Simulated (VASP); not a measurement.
Input:

```yaml
crystal:
  lattice:
    - [0.00000, 3.27291, 3.27291]
    - [3.27291, 0.00000, 3.27291]
    - [3.27291, 3.27291, 0.00000]
  atoms:
    - { symbol: In, position: [0.00000, 0.00000, 0.00000] }
    - { symbol: Sb, position: [0.25000, 0.25000, 0.25000] }
```

Calculation: revTPSS meta-GGA, VASP's PBE PAW potentials (set 64) (plane waves; VASP). Settings: 520 eV cut-off, 11×11×11 Γ-centred mesh, tetrahedra with Blöchl corrections, potentials In_d Sb.

Unless said otherwise, spin-orbit coupling is left out, though it shifts the bands of the heavy elements here.

Question: Tabulate the total density of states (states/eV per cell) against energy (eV; zero at the valence-band maximum or, without a gap, the Fermi level).

Answer: 
```
E (eV) | DOS (states/eV)
    -9.99 | ######## 0.57
    -9.39 | #################### 1.33
    -8.91 | ############################ 1.88
    -8.31 |  0.00
    -7.72 |  0.00
    -7.24 |  0.00
    -6.64 |  0.00
    -6.04 |  0.00
    -5.56 | ############################## 2.03
    -4.96 | ########### 0.77
    -4.37 | ###### 0.40
    -3.89 | #### 0.25
    -3.29 | ## 0.16
    -2.69 | ###################### 1.48
    -2.21 | ############################# 1.96
    -1.61 | ########################### 1.86
    -1.01 | ####################### 1.53
    -0.54 | ######## 0.55
     0.06 |  0.00
     0.66 |  0.03
     1.14 | ###### 0.40
     1.74 | ########################### 1.84
     2.34 | ############## 0.94
     2.82 | ############## 0.96
     3.42 | ################## 1.20
```
Within 2 eV below the Fermi level the largest weight inside VASP's projection spheres is Sb p, then In p.

The compound is InSb in the zinc blende structure. It was relaxed first.
